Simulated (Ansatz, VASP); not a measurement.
## Ge4I: VASP beside Ansatz

Contents of INCAR:

```
SYSTEM = Ge4I
ALGO = Normal ; EDIFF = 1E-7
EDIFFG = -0.04 ; ENCUT = 600
GGA = PE ; IBRION = 2
ISIF = 3 ; ISMEAR = 0
LASPH = .TRUE. ; LCHARG = .FALSE.
LREAL = .FALSE. ; LWAVE = .FALSE.
NELM = 100 ; NSW = 90
PREC = Accurate ; SIGMA = 0.1
```

Contents of KPOINTS:

```
k-points
0
G
  4 4 4
  0 0 0
```

The input POSCAR:

```
Ge4I
1.0
   -3.1519365200      3.1519365200      3.1519365200
    3.1519365200     -3.1519365200      3.1519365200
    3.1519365200      3.1519365200     -3.1519365200
Ge I
4 1
Direct
    0.0000000000      0.0000000000      0.5000000000
    0.0000000000      0.5000000000      0.0000000000
    0.5000000000      0.0000000000      0.0000000000
    0.5000000000      0.5000000000      0.5000000000
    0.0000000000      0.0000000000      0.0000000000
```

Input for Ansatz:

```yaml
crystal:
  lattice:
    - [-3.15193652, 3.15193652, 3.15193652]
    - [3.15193652, -3.15193652, 3.15193652]
    - [3.15193652, 3.15193652, -3.15193652]
  atoms:
    - { symbol: Ge, position: [0.0, 0.0, 0.5] }
    - { symbol: Ge, position: [0.0, 0.5, 0.0] }
    - { symbol: Ge, position: [0.5, 0.0, 0.0] }
    - { symbol: Ge, position: [0.5, 0.5, 0.5] }
    - { symbol: I, position: [0.0, 0.0, 0.0] }
basis:
  ecutwfc: 420
kpoints:
  mp_grid: { grid: [4, 4, 4] }
hamiltonian:
  xc: pbe
scf:
  occupations: { method: gaussian, width: 0.1 }
  lower_state_search: "off"
output:
  forces: true
  stress: true
  eigenvalues: true
relax:
  adjacent_minimum: "off"
  f_tol: 0.04
  max_steps: 70
  cell: { stress_tol: 0.4 }
```

Change from the starting cell: species swapped into the CrGa4 type (Im-3m, No. 229).

Alike in both runs: task relaxation of cell and atoms; functional PBE; k mesh 4 × 4 × 4; occupations gaussian, width 0.1 eV; no spin polarisation.

|  | VASP | Ansatz |
| --- | --- | --- |
| version | VASP 6.6.1 | Ansatz 0.2.0 |
| potentials or method | VASP PAW PBE potentials, release 64 (Ge_d, I) | scalar-relativistic, plane waves, PAW |
| plane-wave cutoff (eV) | 600 | 420 |
| valence electrons in the cell | 63 | 73 |

|  | VASP | Ansatz | Ansatz less VASP |
| --- | --- | --- | --- |
| gap on the k mesh at the Fermi level, each at its own relaxed structure (eV) | none | none | - |
| relaxed volume (Å³/atom) | 29.06 | 28.90 | -0.166 |
| relaxed cell length with the largest relative difference (Å) | 5.736 | 5.725 | -0.0109 |
| energy change over the relaxation (meV/atom) | -86 | -85 | +0.6 |

A gap of «none» marks a metal or a gap that the smearing closes. The two sets of potentials don't hold the same shells in valence.

Caveats: the volume moved by over 15 % at a fixed basis, so the end points are rough (VASP); an odd number of electrons without spin polarisation forces a metal; a magnetic or distorted state may lie lower. The runs have no spin-orbit coupling, so splittings on I are missing.
